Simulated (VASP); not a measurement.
Consider the following.

```yaml
crystal:
  lattice:
    - [3.21959, 0.00000, 0.00000]
    - [0.00000, 3.21959, 0.00000]
    - [0.00000, 0.00000, 3.21959]
  atoms:
    - { symbol: In, position: [0.50000, 0.50000, 0.50000] }
    - { symbol: Pd, position: [0.00000, 0.00000, 0.00000] }
```

Computed with LDA (Ceperley-Alder, Perdew-Zunger), VASP's LDA PAW potentials (set 64) (plane waves; VASP 6.6.1). Numerical set-up: 520 eV cut-off, Gaussian smearing of 0.050 eV, potentials In_d Pd.

**Question.** Give the energies of bands 6 to 14 at the high-symmetry points, in eV from the Fermi level.

**Answer.** 
```csv
band,Γ,X,M,R
6,-10.58,-6.89,-6.53,-5.26
7,-4.10,-6.42,-3.75,-5.26
8,-4.10,-4.12,-2.87,-5.26
9,-2.44,-3.54,-2.87,-1.77
10,-2.44,-3.54,-2.59,-1.77
11,-2.44,-2.54,-2.59,-0.10
12,4.16,-1.21,-1.82,3.82
13,4.16,9.83,1.59,3.82
14,4.16,9.83,2.54,3.82
```

It has no gap at this level: it comes out as a metal or semimetal.

The compound is PdIn in the CsCl type structure. It was relaxed first. The electron count is odd and the run is not spin-polarised, which forces a metal.
